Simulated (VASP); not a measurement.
OSZICAR of a VASP run on InAs (zinc blende):

OSZICAR:
```
       N       E                     dE             d eps       ncg     rms          rms(c)
DAV:   1     0.121285934140E+03    0.12129E+03   -0.85543E+03  1227   0.150E+03
DAV:   2     0.539737434088E+01   -0.11589E+03   -0.11292E+03  1262   0.336E+02
DAV:   3    -0.291284271784E+01   -0.83102E+01   -0.82590E+01  1625   0.930E+01
DAV:   4    -0.313730184142E+01   -0.22446E+00   -0.22427E+00  1446   0.171E+01
DAV:   5    -0.314738534991E+01   -0.10084E-01   -0.10083E-01  1758   0.302E+00    0.401E+00
DAV:   6    -0.285995954525E+01    0.28743E+00   -0.51323E-01  1765   0.126E+01    0.223E+00
DAV:   7    -0.283281313028E+01    0.27146E-01   -0.16025E-01  1706   0.343E+00    0.683E-01
DAV:   8    -0.283233921905E+01    0.47391E-03   -0.12633E-02  1516   0.166E+00    0.216E-01
DAV:   9    -0.283259375796E+01   -0.25454E-03   -0.11764E-03  1390   0.499E-01    0.126E-01
DAV:  10    -0.283264107719E+01   -0.47319E-04   -0.15056E-04  1860   0.165E-01    0.836E-02
DAV:  11    -0.283265446912E+01   -0.13392E-04   -0.81157E-05  1290   0.138E-01    0.876E-02
DAV:  12    -0.283265479784E+01   -0.32872E-06   -0.18272E-05  1298   0.384E-02    0.970E-03
DAV:  13    -0.283265483827E+01   -0.40427E-07   -0.17692E-06  1557   0.865E-03    0.816E-03
DAV:  14    -0.283265488740E+01   -0.49126E-07   -0.52817E-08   904   0.335E-03
   1 F= -.28326549E+01 E0= -.28327421E+01  d E =0.261673E-03
```

Q: Which electronic solver shows in the log?

A: It is blocked Davidson (ALGO = Normal, or the opening steps of other solvers). The INCAR had ALGO = Normal.

Q: Can the final energy be trusted as converged?

A: The calculation finished and met its thresholds. It stopped with EDIFF = 1E-7, NELM = 100 (optB88-vdW, plane waves, VASP's PBE PAW potentials (set 64)).

The compound is InAs in the zinc blende structure. This cell is one point of a volume scan, at 0.94 of the reference volume.
